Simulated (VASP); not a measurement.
Input of a VASP 6.6.1 run:

INCAR

```
SYSTEM = CsZn4P3
PREC = Accurate
ENCUT = 520
EDIFF = 1E-6
ISMEAR = 0
SIGMA = 0.1
LREAL = .FALSE.
LASPH = .TRUE.
NELM = 100
ALGO = Fast
ISIF = 2
LWAVE = .FALSE.
LCHARG = .FALSE.
GGA = PS
NBANDS = 46
```

Contents of KPOINTS:

```
Automatic mesh
0
G
  3 3 3
  0 0 0
```

The input POSCAR:

```
CsZn4P3
1.0
    5.5285060000      0.0222780000     -1.1807060000
    0.3233250000      5.4861160000      0.0534630000
   -0.1370390000     -0.9957010000      6.3016880000
Cs P Zn
1 3 4
Direct
    0.6489802095      0.8733130246      0.2959297403
    0.4928123564      0.4420672310      0.6613260234
    0.8704568030      0.4083382952      0.5530588915
    0.1828606308      0.1424946756      0.5005158064
    0.8906234752      0.7445145813      0.8542561133
    0.2940005799      0.3879516413      0.2411170134
    0.9892233914      0.2095033960      0.8827789179
    0.5286486564      0.0565939669      0.8141734337
```

Potentials or basis: VASP PAW PBE potentials, release 64 (Cs_sv, P, Zn).

Command:

```bash
$ cat potpaw_PBE.64/Cs_sv/POTCAR potpaw_PBE.64/P/POTCAR potpaw_PBE.64/Zn/POTCAR > POTCAR
$ mpirun -np 1 vasp_std > vasp.out
```

Task: Estimate the largest force.

Result: 1.017 eV/Å.

Task: What does it give for the band gap on the k mesh?

Result: None (metal or under the smearing width).

Task: Estimate the pressure.

Result: -1.4 GPa.

Forces in eV/Å, atoms in the order of the input:
```
Cs  -0.042 -0.275 -0.064
P   -0.664 -0.258 -0.541
P    0.195  0.114  0.038
P    0.612  0.265  0.768
Zn   0.409 -0.041 -0.281
Zn  -0.648 -0.026 -0.154
Zn   0.436  0.035  0.284
Zn  -0.298  0.186 -0.050
```

Caveat: the k mesh is coarse (spacing up to 0.39 Å⁻¹), so the values aren't converged; the PAW data sets were made with another functional, which shifts forces and pressure a little. The run has no spin-orbit coupling, so splittings on Cs are missing.
